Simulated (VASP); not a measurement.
A convergence study with VASP on CoSi2 (fluorite): one setting is varied, all else stays as given below, so the limit is that of these other settings. Each run relaxes cell and ions from the cell shown. The basis is that of the starting cell, so low cut-offs carry a Pulay error.

```
CELL_PARAMETERS angstrom
      0.00000     2.68000     2.68000
      2.68000     0.00000     2.68000
      2.68000     2.68000     0.00000
ATOMIC_POSITIONS crystal
  Co 0.00000 0.00000 0.00000
  Si 0.25000 0.25000 0.25000
  Si 0.75000 0.75000 0.75000
```

Level of theory: LDA (Ceperley-Alder, Perdew-Zunger), VASP's LDA PAW potentials (set 64) (plane waves; VASP). The tightest run used: 700 eV cut-off, 8×8×8 Γ-centred mesh, first-order Methfessel-Paxton smearing of 0.10 eV, potentials Co Si.

The settings run are ENCUT = 200; ENCUT = 250; ENCUT = 300; ENCUT = 350; ENCUT = 400; ENCUT = 450; ENCUT = 500; ENCUT = 550; ENCUT = 600; ENCUT = 650; ENCUT = 700. From which on does the relaxed volume stay within 0.05 Å³/atom of the tightest run?

From ENCUT = 300 on: it is off by 0.012 there and by no more than 0.05 in any finer run, while ENCUT = 250 is off by 0.125.
```json
[
 {"setting": "ENCUT = 200", "relaxed volume (Å³/atom)": "11.413", "E (eV/atom)": "-7.3363", "plane waves": "262", "difference judged (Å³/atom)": "0.823"},
 {"setting": "ENCUT = 250", "relaxed volume (Å³/atom)": "12.111", "E (eV/atom)": "-7.2998", "plane waves": "360", "difference judged (Å³/atom)": "0.125"},
 {"setting": "ENCUT = 300", "relaxed volume (Å³/atom)": "12.223", "E (eV/atom)": "-7.3069", "plane waves": "469", "difference judged (Å³/atom)": "0.012"},
 {"setting": "ENCUT = 350", "relaxed volume (Å³/atom)": "12.220", "E (eV/atom)": "-7.3102", "plane waves": "588", "difference judged (Å³/atom)": "0.015"},
 {"setting": "ENCUT = 400", "relaxed volume (Å³/atom)": "12.227", "E (eV/atom)": "-7.3104", "plane waves": "725", "difference judged (Å³/atom)": "0.008"},
 {"setting": "ENCUT = 450", "relaxed volume (Å³/atom)": "12.234", "E (eV/atom)": "-7.3098", "plane waves": "869", "difference judged (Å³/atom)": "0.001"},
 {"setting": "ENCUT = 500", "relaxed volume (Å³/atom)": "12.235", "E (eV/atom)": "-7.3097", "plane waves": "992", "difference judged (Å³/atom)": "0.000"},
 {"setting": "ENCUT = 550", "relaxed volume (Å³/atom)": "12.234", "E (eV/atom)": "-7.3098", "plane waves": "1158", "difference judged (Å³/atom)": "0.001"},
 {"setting": "ENCUT = 600", "relaxed volume (Å³/atom)": "12.234", "E (eV/atom)": "-7.3099", "plane waves": "1304", "difference judged (Å³/atom)": "0.002"},
 {"setting": "ENCUT = 650", "relaxed volume (Å³/atom)": "12.235", "E (eV/atom)": "-7.3099", "plane waves": "1472", "difference judged (Å³/atom)": "0.001"},
 {"setting": "ENCUT = 700", "relaxed volume (Å³/atom)": "12.235", "E (eV/atom)": "-7.3099", "plane waves": "1639", "difference judged (Å³/atom)": "0.000"}
]
```

Left out are rungs that failed or repeat a setting and relaxations that didn't move; long series are thinned to 24 rows.

The compound is CoSi2 in the fluorite structure. The run is not spin-polarised, so no magnetic state was tried. The electron count is odd and the run is not spin-polarised, which forces a metal.
